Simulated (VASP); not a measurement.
Output of a VASP run:

OSZICAR:
```
...
DAV:   2     0.215666439580E+02   -0.24304E+03   -0.23801E+03  1344   0.285E+02
DAV:   3    -0.243420243715E+02   -0.45909E+02   -0.44806E+02  1284   0.135E+02
DAV:   4    -0.264778584204E+02   -0.21358E+01   -0.19747E+01  1595   0.282E+01
DAV:   5    -0.266687717989E+02   -0.19091E+00   -0.16654E+00  1337   0.783E+00    0.112E+01
DAV:   6    -0.322351486547E+02   -0.55664E+01   -0.82490E+01  1265   0.336E+01    0.300E+01
DAV:   7    -0.257363207225E+02    0.64988E+01   -0.84905E+01  1456   0.449E+01    0.757E+00
DAV:   8    -0.259156168721E+02   -0.17930E+00   -0.65836E+00  1476   0.135E+01    0.382E+00
DAV:   9    -0.257978173827E+02    0.11780E+00   -0.80704E-01  1414   0.467E+00    0.124E+00
DAV:  10    -0.257887943098E+02    0.90231E-02   -0.14271E-01  1640   0.208E+00    0.562E-01
DAV:  11    -0.257910026702E+02   -0.22084E-02   -0.18465E-02  1430   0.708E-01    0.494E-01
DAV:  12    -0.257924500270E+02   -0.14474E-02   -0.79312E-03  1630   0.405E-01    0.396E-01
DAV:  13    -0.257938144012E+02   -0.13644E-02   -0.45945E-03  1496   0.337E-01    0.392E-01
DAV:  14    -0.257937958112E+02    0.18590E-04   -0.18628E-03  1531   0.203E-01    0.324E-01
DAV:  15    -0.257943779627E+02   -0.58215E-03   -0.55534E-03  1427   0.352E-01    0.185E-01
DAV:  16    -0.257946832625E+02   -0.30530E-03   -0.17949E-03  1576   0.174E-01    0.109E-01
DAV:  17    -0.257947517665E+02   -0.68504E-04   -0.51261E-04  1584   0.695E-02    0.858E-02
DAV:  18    -0.257948771564E+02   -0.12539E-03   -0.13238E-03  1483   0.105E-01    0.255E-02
DAV:  19    -0.257949845202E+02   -0.10736E-03   -0.10010E-03  1342   0.391E-02    0.201E-02
DAV:  20    -0.257950233731E+02   -0.38853E-04   -0.39614E-04  1230   0.226E-02    0.118E-02
DAV:  21    -0.257950433954E+02   -0.20022E-04   -0.20693E-04  1214   0.262E-02    0.671E-03
DAV:  22    -0.257950549906E+02   -0.11595E-04   -0.11442E-04  1059   0.214E-02    0.515E-03
DAV:  23    -0.257950622894E+02   -0.72988E-05   -0.76136E-05   889   0.162E-02    0.381E-03
DAV:  24    -0.257950681292E+02   -0.58397E-05   -0.57706E-05   759   0.999E-03    0.141E-03
DAV:  25    -0.257950734914E+02   -0.53622E-05   -0.54815E-05   724   0.886E-03    0.152E-03
DAV:  26    -0.257950781162E+02   -0.46248E-05   -0.45764E-05   733   0.663E-03    0.117E-03
DAV:  27    -0.257950820730E+02   -0.39568E-05   -0.39464E-05   692   0.612E-03    0.124E-03
DAV:  28    -0.257950855018E+02   -0.34287E-05   -0.34288E-05   659   0.530E-03    0.124E-03
DAV:  29    -0.257950883693E+02   -0.28675E-05   -0.28982E-05   684   0.534E-03    0.123E-03
DAV:  30    -0.257950907721E+02   -0.24028E-05   -0.24768E-05   733   0.527E-03    0.629E-04
DAV:  31    -0.257950928167E+02   -0.20446E-05   -0.20316E-05   653   0.399E-03    0.342E-04
DAV:  32    -0.257950950457E+02   -0.22290E-05   -0.22241E-05   645   0.309E-03    0.423E-04
DAV:  33    -0.257950972060E+02   -0.21603E-05   -0.21574E-05   630   0.284E-03    0.534E-04
DAV:  34    -0.257950987518E+02   -0.15458E-05   -0.15659E-05   630   0.245E-03    0.714E-04
DAV:  35    -0.257951000989E+02   -0.13471E-05   -0.13384E-05   615   0.213E-03    0.807E-04
DAV:  36    -0.257951013349E+02   -0.12360E-05   -0.12187E-05   600   0.191E-03    0.851E-04
DAV:  37    -0.257951024793E+02   -0.11445E-05   -0.11535E-05   600   0.185E-03    0.998E-04
DAV:  38    -0.257951035086E+02   -0.10293E-05   -0.10361E-05   600   0.169E-03    0.109E-03
DAV:  39    -0.257951045704E+02   -0.10618E-05   -0.10473E-05   585   0.155E-03    0.119E-03
DAV:  40    -0.257951055356E+02   -0.96522E-06   -0.96310E-06   575   0.159E-03
   1 F= -.25795106E+02 E0= -.25630547E+02  d E =-.329116E+00  mag=     0.9277
```

File OUTCAR:
```
------------------------ aborting loop because EDIFF is reached ----------------------------------------
  FORCE on cell =-STRESS in cart. coord.  units (eV):
  Direction    XX          YY          ZZ          XY          YZ          ZX
  --------------------------------------------------------------------------------------
  Total       -6.2632667     -6.2632667     -6.2632667     -0.0000000      0.0000000     -0.0000000
  in kB      -94.0693602    -94.0693602    -94.0693602     -0.0000000      0.0000000     -0.0000000
  external PRESSURE =     -94.0693602 kB  Pullay stress =       0.0000000 kB
  volume of cell :      106.68
      direct lattice vectors                 reciprocal lattice vectors
     0.000000000  3.764244000  3.764244000    -0.132828796  0.132828796  0.132828796
     3.764244000  0.000000000  3.764244000     0.132828796 -0.132828796  0.132828796
     3.764244000  3.764244000  0.000000000     0.132828796  0.132828796 -0.132828796
 POSITION                                       TOTAL-FORCE (eV/Angst)
 -----------------------------------------------------------------------------------
      0.94106      0.94106      0.94106         0.000000     -0.000000     -0.000000
      0.94106      2.82318      2.82318         0.000000     -0.000000     -0.000000
      2.82318      0.94106      2.82318         0.000000     -0.000000     -0.000000
      2.82318      2.82318      0.94106         0.000000     -0.000000     -0.000000
      5.64637      5.64637      5.64637         0.000000      0.000000      0.000000
      3.76424      3.76424      3.76424        -0.000000     -0.000000     -0.000000
 -----------------------------------------------------------------------------------
    total drift:                                0.000000     -0.000000      0.000000
  FREE ENERGIE OF THE ION-ELECTRON SYSTEM (eV)
  ---------------------------------------------------
  free  energy   TOTEN  =       -25.7951055356 eV

  energy  without entropy=      -25.4659892236  energy(sigma->0) =      -25.63054738

 total charge

# of ion       s       p       d       f       tot
--------------------------------------------------
    1        0.390   0.459   0.000   0.000   0.849
    2        0.390   0.459   0.000   0.000   0.849
    3        0.390   0.459   0.000   0.000   0.849
    4        0.390   0.459   0.000   0.000   0.849
    5        2.029   5.650   1.022   0.998   9.699
    6        2.029   5.650   1.022   0.998   9.699
--------------------------------------------------
tot          5.617  13.137   2.045   1.995  22.794

 magnetization (x)

# of ion       s       p       d       f       tot
--------------------------------------------------
    1       -0.001  -0.001   0.000   0.000  -0.002
    2       -0.001  -0.001   0.000   0.000  -0.002
    3       -0.001  -0.001   0.000   0.000  -0.002
    4       -0.001  -0.001   0.000   0.000  -0.002
    5        0.001  -0.002   0.023   0.403   0.425
    6        0.001  -0.002   0.023   0.403   0.425
--------------------------------------------------
tot         -0.002  -0.008   0.046   0.806   0.841
```
(Selected blocks of OUTCAR.)

**POSCAR**
```
CeBe2
1
    0.0000000000     3.7642440000     3.7642440000
    3.7642440000     0.0000000000     3.7642440000
    3.7642440000     3.7642440000     0.0000000000
Be Ce
4 2
Direct
  0.1250000000   0.1250000000   0.1250000000
  0.6250000000   0.1250000000   0.1250000000
  0.1250000000   0.6250000000   0.1250000000
  0.1250000000   0.1250000000   0.6250000000
  0.7500000000   0.7500000000   0.7500000000
  0.5000000000   0.5000000000   0.5000000000
```

Q: Write an INCAR and KPOINTS that could have produced this output.

A: One answer among several that fit: the input of the run itself, PBE GGA, plane waves, VASP's PBE PAW potentials (set 64).

### KPOINTS
```
Automatic mesh
0
G
  5 5 5
0 0 0
```

### INCAR
```
# general
SYSTEM =CeBe2
PREC   =Accurate
ENCUT  =300
LREAL  =F
LASPH  =T   # aspherical one-centre terms

# electronic loop
EDIFF  =1E-6   # SCF stop (eV)
NELM   =100
ALGO   =Normal
LMAXMIX=6   # l cut-off of mixed one-centre charges

# smearing
ISMEAR =-1   # Fermi-Dirac
SIGMA  =0.1

# functional
GGA    =PE

# spin
ISPIN  =2   # spin-polarised
MAGMOM =0.0 0.0 0.0 0.0 1.0 1.0

# ions
ISIF   =2

# output
LWAVE  =F
LCHARG =F
LORBIT =11   # lm-projected
```

POTCAR, in this order: Be Ce (PBE.64 set). Program: vasp_std.

At this cut-off the stress carries a Pulay error, which pulls relaxed volumes low.

The structure was generated: CeBe2 was put into an ordered model structure, which need not be its known phase. The cell was not relaxed at this level. VASP warned that the highest band is occupied, so more bands are needed.
